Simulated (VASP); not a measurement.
# MgRe3 (Fm-3m) in VASP: equation of state

How stiff is MgRe3 in PBE, and what volume does it want? The cell is scaled to several volumes.

Program: VASP 6.6.1. These are calculated values, not measurements. Logs are shortened: lines on timing, memory, paths and dates and some standing lists are left out, and cuts for length are marked.

**1. The structure**

It takes space group Fm-3m (No. 225, cubic). The conventional cell has a = 6.229 Å, b = 6.229 Å, c = 6.229 Å, α = 90.00°, β = 90.00°, γ = 90.00°. Re (site symmetry -43m) has 4 Re at 2.70 Å and 4 Mg at 2.70 Å as nearest neighbours. Re (site symmetry m-3m) is surrounded by 8 Re at 2.70 Å. Mg (site symmetry m-3m) is surrounded by 8 Re at 2.70 Å.

The cell comes from a database or a generator and needn't be the stable form of this composition.

**2. Equation of state, PBE, 14.20 Å³/atom (volume scaled by 0.94)**

The input, INCAR:

```
SYSTEM = MgRe3
ALGO = Normal
EDIFF = 1E-7
ENCUT = 520
GGA = PE
ISIF = 2
ISMEAR = -1
LASPH = .True.
LCHARG = .False.
LREAL = .False.
LWAVE = .False.
NBANDS = 20
NELM = 60
PREC = Accurate
SIGMA = 0.05
```

The input, KPOINTS:

```
k-points
0
Gamma
  7 7 7
  0 0 0
```

The input, POSCAR:

```
MgRe3
1.0
    0.0000000000      3.0509483640      3.0509483640
    3.0509483640      0.0000000000      3.0509483640
    3.0509483640      3.0509483640      0.0000000000
Re Mg
3 1
Direct
    0.7500000000      0.7500000000      0.7500000000
    0.5000000000      0.5000000000      0.5000000000
    0.2500000000      0.2500000000      0.2500000000
    0.0000000000      0.0000000000      0.0000000000
```

Potentials or basis: VASP PAW PBE potentials, release 64 (Re, Mg).

Command:

```
$ cat potpaw_PBE.64/Re/POTCAR potpaw_PBE.64/Mg/POTCAR > POTCAR
$ mpirun -np 1 vasp_std > vasp.out
```

OUTCAR:

```text
SYSTEM = MgRe3
   EDIFF = 1E-7
   ENCUT = 520
   GGA = PE
   ISIF = 2
   ISMEAR = -1
   LASPH = .True.
   LREAL = .False.
   NELM = 60
   PREC = Accurate

 Found     20 irreducible k-points:

 Following reciprocal coordinates:
            Coordinates               Weight
  0.000000  0.000000  0.000000      1.000000
  0.142857  0.000000  0.000000      8.000000
  0.285714  0.000000  0.000000      8.000000
  0.428571  0.000000  0.000000      8.000000
  0.142857  0.142857  0.000000      6.000000
  0.285714  0.142857  0.000000     24.000000
   k-points           NKPTS =     20   k-points in BZ     NKDIM =     20   number of bands    NBANDS=     20
   number of dos      NEDOS =    301   number of ions     NIONS =      4
   total plane-waves  NPLWV =  32768
   dimension x,y,z NGX =    32 NGY =   32 NGZ =   32
   dimension x,y,z NGXF=    64 NGYF=   64 NGZF=   64
   ions per type =               3   1
   NGX,Y,Z   is equivalent  to a cutoff of  12.33, 12.33, 12.33 a.u.
   NGXF,Y,Z  is equivalent  to a cutoff of  24.66, 24.66, 24.66 a.u.
 SYSTEM =  MgRe3
   PREC   = accura    normal or accurate (medium, high low for compatibility)
   ISTART =      0    job   : 0-new  1-cont  2-samecut
   ICHARG =      2    charge: 1-file 2-atom 10-const
   ISPIN  =      1    spin polarized calculation?
   LNONCOLLINEAR =      F non collinear calculations
   LSORBIT =      F    spin-orbit coupling
   LASPH  =      T    aspherical Exc in radial PAW
   ENCUT  =  520.0 eV  38.22 Ry    6.18 a.u.   8.02  8.02  8.02*2*pi/ulx,y,z
   NELM   =     60;   NELMIN=  2; NELMDL= -5     # of ELM steps
   EDIFF  = 0.1E-06   stopping-criterion for ELM
   LREAL  =      F    real-space projection
   EDIFFG = 0.1E-05   stopping-criterion for IOM
   NSW    =      0    number of steps for IOM
   IBRION =     -1    ionic relax: 0-MD 1-quasi-New 2-CG
   NFREE  =      0    steps in history (QN), initial steepest desc. (CG)
   ISIF   =      2    stress and relaxation
   ISYM   =      2    0-nonsym 1-usesym 2-fastsym
   POTIM  = 0.5000    time-step for ionic-motion
   TEBEG  =    0.0;   TEEND  =   0.0 temperature during run
   PSTRESS=    0.0 pullay stress
   NELECT =      23.0000    total number of electrons
   NUPDOWN=      -1.0000    fix difference up-down
   EMIN   =  10.00;   EMAX   =-10.00  energy-range for DOS
   EFERMI =   0.00;   METHOD = LEGACY
   ISMEAR =    -1;   SIGMA  =   0.05  broadening in eV -4-tet -1-fermi 0-gaus
   EFERMI_NEDOS =   21; number of points for ismear=-14 and -15
   IALGO  =     38    algorithm
   IMIX   =      4    mixing-type and parameters
     AMIX     =   0.40;   BMIX     =  1.00
     AMIX_MAG =   1.60;   BMIX_MAG =  1.00
  volume/ion in A,a.u.               =      14.20        95.82
  Fermi-wavevector in a.u.,A,eV,Ry     =   1.211172  2.288784 19.958907  1.466938
  Thomas-Fermi vector in A             =   2.346696
   LORBIT       =      0    0 simple, 1 ext, 2 COOP (PROOUT), +10 PAW based schemes
   GGA     = PE    functional components
   LHFCALC =     F    Hartree Fock is set to
   AEXX    =    0.0000 exact exchange contribution
   IVDW    =     0    specifies the selected vdW correction
   LEPSILON=     F    determine dielectric tensor
   LRPA    =     F    only Hartree local field effects (RPA)
 non-spin polarized calculation
  energy-cutoff  :      520.00
  volume of cell :       56.80
 maximum number of plane-waves:      1541
   NGX = 17   NGY = 17   NGZ = 17

 number of electron      22.9999999 magnetization

 Free energy of the ion-electron system (eV)
  ---------------------------------------------------
  ext. energy  EPLUGINS =         0.00000000
  ---------------------------------------------------
  free energy    TOTEN  =       -37.53162712 eV

  energy without entropy =      -37.51489263  energy(sigma->0) =      -37.52325987

 E-fermi :   7.5874     XC(G=0): -13.0255

 val. band max:        7.5530057312   @ k =  -0.1429   0.1429   0.0000
 cond. band min:       7.5889643994   @ k =  -0.4286   0.4286   0.0000
 fundamental gap:      0.0359586682
 Fermi energy:         7.5873536300

 k-point     1 :       0.0000    0.0000    0.0000
  band No.  band energies     occupation
      1      -2.2554      2.00000
      2       2.1009      2.00000
      3       2.1009      2.00000
      4       3.6614      2.00000
      5       3.6614      2.00000
      6       3.6614      2.00000
      7       4.5470      2.00000
      8       4.5470      2.00000
      9       4.5470      2.00000
     10       8.9132      0.00000
     11       8.9132      0.00000
     12       8.9132      0.00000
     13       9.2572      0.00000
     14       9.2572      0.00000
     15      10.3555      0.00000
     16      10.3555      0.00000
     17      14.2899      0.00000
     18      15.5811      0.00000
     19      15.6058      0.00000
     20      15.6058      0.00000

 k-point     2 :       0.1429    0.0000    0.0000
  band No.  band energies     occupation
      1      -1.9086      2.00000
      2       2.2340      2.00000
      3       2.2340      2.00000
      4       3.3151      2.00000
      5       3.7512      2.00000
      6       3.7512      2.00000
      7       4.5856      2.00000
      8       4.5856      2.00000
      9       4.6172      2.00000
     10       8.2273      0.00001
     11       8.4177      0.00000
     12       8.4177      0.00000
     13       9.1876      0.00000
     14       9.1876      0.00000
     15      10.3778      0.00000
     16      10.3778      0.00000
     17      13.7899      0.00000
     18      14.8749      0.00000
     19      15.5182      0.00000
     20      15.5183      0.00000

 k-point     3 :       0.2857    0.0000    0.0000
  band No.  band energies     occupation
      1      -0.9431      2.00000
      2       2.6057      2.00000
      3       2.6057      2.00000
      4       2.9800      2.00000
      5       3.8120      2.00000
      6       3.8120      2.00000
      7       3.9401      2.00000
      8       4.8612      2.00000
      9       4.8612      2.00000
     10       7.3107      1.99212
     11       7.3749      1.97187
     12       7.3749      1.97187
     13       9.1356      0.00000
     14       9.1356      0.00000
     15      10.1150      0.00000
     16      10.1150      0.00000
     17      11.5741      0.00000
     18      15.4349      0.00000
     19      15.4350      0.00000
     20      15.7527      0.00000

 k-point     4 :       0.4286    0.0000    0.0000
  band No.  band energies     occupation
      1       0.3843      2.00000
      2       2.2039      2.00000
      3       3.0314      2.00000
      4       3.0314      2.00000
      5       3.4566      2.00000
      6       3.7637      2.00000
      7       3.7637      2.00000
      8       5.2284      2.00000
      9       5.2284      2.00000
     10       6.4253      2.00000
     11       6.5295      2.00000
     12       6.5295      2.00000
     13       9.1277      0.00000
     14       9.1277      0.00000
     15       9.7088      0.00000
     16       9.7088      0.00000
     17      10.6564      0.00000
     18      15.3631      0.00000
     19      15.3675      0.00000
     20      15.3675      0.00000

 k-point     5 :       0.1429    0.1429    0.0000
  band No.  band energies     occupation
      1      -1.7944      2.00000
      2       2.1375      2.00000
      3       2.3461      2.00000
      4       3.4664      2.00000
      5       3.6392      2.00000
      6       3.6392      2.00000
      7       4.0471      2.00000
      8       4.9765      2.00000
      9       4.9765      2.00000
     10       8.2194      0.00001
     11       8.3210      0.00000
     12       8.3210      0.00000
     13       8.7645      0.00000
     14       9.3934      0.00000
     15      10.3267      0.00000
     16      10.3566      0.00000
     17      14.2588      0.00000
     18      14.7467      0.00000
     19      14.7477      0.00000
     20      15.0592      0.00000

 k-point     6 :       0.2857    0.1429    0.0000
  band No.  band energies     occupation
      1      -1.0406      2.00000
      2       2.1539      2.00000
      3       2.7023      2.00000
      4       3.1940      2.00000
      5       3.4546      2.00000
      6       3.6784      2.00000
      7       4.1310      2.00000
      8       5.0093      2.00000
      9       5.3978      2.00000
     10       7.3995      1.95434
     11       7.4069      1.94724
     12       7.8691      0.00712
     13       8.5709      0.00000
     14       9.3925      0.00000
     15      10.1195      0.00000
     16      10.2196      0.00000
     17      12.2331      0.00000
     18      13.7759      0.00000
     19      14.0698      0.00000
     20      15.8661      0.00000

 [... further k-points ...]

------------------------ aborting loop because EDIFF is reached ----------------------------------------

  FORCE on cell =-STRESS in cart. coord.  units (eV):
  Direction    XX          YY          ZZ          XY          YZ          ZX
  --------------------------------------------------------------------------------------
  -------------------------------------------------------------------------------------
  Total        6.2783844      6.2783844      6.2783844      0.0000000     -0.0000000      0.0000000
  in kB      177.1021831    177.1021831    177.1021831      0.0000000     -0.0000000      0.0000000
  external PRESSURE =     177.1021831 kB  Pullay stress =       0.0000000 kB

 VOLUME and BASIS-vectors are now :
 -----------------------------------------------------------------------------
  energy-cutoff  :      520.00
  volume of cell :       56.80
      direct lattice vectors                 reciprocal lattice vectors
     0.000000000  3.050948364  3.050948364    -0.163883468  0.163883468  0.163883468
     3.050948364  0.000000000  3.050948364     0.163883468 -0.163883468  0.163883468
     3.050948364  3.050948364  0.000000000     0.163883468  0.163883468 -0.163883468

 POSITION                                       TOTAL-FORCE (eV/Angst)
 -----------------------------------------------------------------------------------
      4.57642      4.57642      4.57642         0.000000     -0.000000      0.000000
      3.05095      3.05095      3.05095        -0.000000      0.000000     -0.000000
      1.52547      1.52547      1.52547        -0.000000      0.000000      0.000000
      0.00000      0.00000      0.00000        -0.000000      0.000000     -0.000000
 -----------------------------------------------------------------------------------
    total drift:                               -0.000000      0.000000      0.000000

  FREE ENERGIE OF THE ION-ELECTRON SYSTEM (eV)
  ---------------------------------------------------
  free  energy   TOTEN  =       -37.5316271226 eV

  energy  without entropy=      -37.5148926267  energy(sigma->0) =      -37.52325987
```

Run time: 35 s. Hardware: 1 thread of AMD EPYC 7R13 (Zen 3), shared host; peak memory 0.15 GiB.

What came out:

```
Free energy            : -37.5316 eV
Pressure               : 17.7 GPa
Band gap on the k mesh : none (metal or under the smearing width)
```

(Part 1 of 2 ends here.)
